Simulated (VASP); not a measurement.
Consider the following.

```
AlRu
1.0
    2.97466     0.00000     0.00000
    0.00000     2.97466     0.00000
    0.00000     0.00000     2.97466
Ru Al
1 1
Direct
  0.00000   0.00000   0.00000
  0.50000   0.50000   0.50000
```

Calculation: PBEsol GGA, VASP's PBE PAW potentials (set 64) (plane waves; VASP). Numerical set-up: 400 eV cut-off, 14×14×14 Γ-centred mesh, tetrahedra with Blöchl corrections, potentials Ru_pv Al.

Question: The job: RuAl (relaxed from the CsCl type structure, space group Pm-3m), 2 atoms, PBEsol, static run, 400 eV, 14×14×14 Γ-centred mesh. Roughly how much core time does it take on a busy server core?

Answer: About 9 core-seconds (one run on a shared machine, a rough figure). It had 120 irreducible k-points, 12 bands, up to 500 plane waves and 13 electronic steps.

The structure was generated: RuAl was put into the CsCl type type (Pm-3m), which need not be its known phase. It was relaxed first, which changed the volume by -37 %.
